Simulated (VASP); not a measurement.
VASP input:

**KPOINTS**
```
kpoints
0
gamma
14 14 14
0 0 0
```

### POSCAR
```
Au
1
    0.0000000000     2.0400000000     2.0400000000
    2.0400000000     0.0000000000     2.0400000000
    2.0400000000     2.0400000000     0.0000000000
Au
1
Direct
  0.0000000000   0.0000000000   0.0000000000
```

INCAR:
```
ALGO = Normal
EDIFF = 1E-6
EDIFFG = -0.01
ENCUT = 520
GGA = RE
IBRION = 2
ISIF = 3
ISMEAR = 1
LASPH = .TRUE.
LCHARG = .FALSE.
LMAXMIX = 6
LREAL = .FALSE.
LWAVE = .FALSE.
NELM = 100
NSW = 60
PREC = Accurate
SIGMA = 0.1
SYSTEM = Au
```

POTCAR, in this order: Au (PBE.64 set). Program: vasp_std.

Q: Write an equivalent input for Quantum ESPRESSO's pw.x.

A: One equivalent input (not run):
```
&CONTROL
  calculation = 'vc-relax'
  pseudo_dir = './pseudo'
  outdir = './out'
  tprnfor = .true.
  tstress = .true.
  nstep = 60
  forc_conv_thr = 0.00039
/
&SYSTEM
  ibrav = 0
  nat = 1
  ntyp = 1
  ecutwfc = 76
  occupations = 'smearing'
  smearing = 'methfessel-paxton'
  degauss = 0.00735
  input_dft = 'revpbe'
/
&ELECTRONS
  conv_thr = 7.3e-08
  electron_maxstep = 100
/
&IONS
/
&CELL
/
ATOMIC_SPECIES
  Au 196.967 Au.upf
CELL_PARAMETERS angstrom
     0.0000000    2.0400000    2.0400000
     2.0400000    0.0000000    2.0400000
     2.0400000    2.0400000    0.0000000
ATOMIC_POSITIONS crystal
  Au   0.0000000  0.0000000  0.0000000
K_POINTS automatic
  14 14 14 0 0 0
```
The two are equivalent in intent, not identical: the potentials are each code's own (VASP's PAW set, PseudoDojo norm-conserving files in pw.x), so ENCUT and ecutwfc are chosen apart and not converted; conv_thr bounds pw.x's estimated SCF error, while EDIFF bounds the energy change between steps; forc_conv_thr acts on force components and is met together with etot_conv_thr.

The compound is Au in the fcc structure. This run relaxes it. Symmetry was kept, so distortions that lower it aren't found.
